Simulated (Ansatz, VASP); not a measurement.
**Hg3Pt: VASP beside Ansatz**

```
Hg Pt
1.0
     4.34422    0.00000    0.00000
     0.00000    4.34422    0.00000
     0.00000    0.00000    4.34422
Hg Pt
3 1
Direct
  0.00000 0.50000 0.50000
  0.50000 0.00000 0.50000
  0.50000 0.50000 0.00000
  0.00000 0.00000 0.00000
```

The cell comes from a database or a generator and needn't be the stable form of this composition.

Alike in both runs: task single point; functional r2SCAN; k mesh 5 × 5 × 5; occupations gaussian, width 0.2 eV; no spin polarisation.

|  | VASP | Ansatz |
| --- | --- | --- |
| version | VASP 6.6.1 | Ansatz 0.2.0 |
| potentials or method | VASP PAW PBE potentials, release 64 (Hg, Pt) | plane waves, PAW |
| plane-wave cutoff (eV) | 520 | 550 |
| valence electrons in the cell | 46 | 78 |

```tsv
	VASP	Ansatz	Ansatz less VASP
pressure (GPa)	-3.1	-3.9	-0.79
```

The functional is the same, so the differences come from potentials, cutoffs and numerics. The two sets of potentials don't hold the same shells in valence.

Caveats: the PAW data sets were made with another functional, which shifts forces and pressure a little (VASP). The runs have no spin-orbit coupling, so splittings on Hg, Pt are missing.
